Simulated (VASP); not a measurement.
Given:

```xyz
2
Lattice="0.0000 2.7103 2.7103 2.7103 0.0000 2.7103 2.7103 2.7103 0.0000" Properties=species:S:1:pos:R:3 pbc="T T T"
K      0.0000     0.0000     0.0000
F      2.7103     2.7103     2.7103
```

All values below come from PBE GGA, VASP's PBE PAW potentials (set 64) (plane waves; VASP). Run with 600 eV cut-off, 8×8×8 Γ-centred mesh, Gaussian smearing of 0.050 eV, potentials K_sv F.

Q: Predict the energy per atom (σ→0), band gap (on the k-mesh) with the smallest direct gap where there is one.

A: 
The band gap (on the k-mesh) comes out as 5.95 eV, the smallest direct gap (on the k-mesh) is 5.95 eV and the energy per atom (σ→0) is -4.151 eV/atom.

Total energies compare only between runs with the same potentials, cut-off and functional.

The compound is KF in the rock salt structure. It was relaxed first.
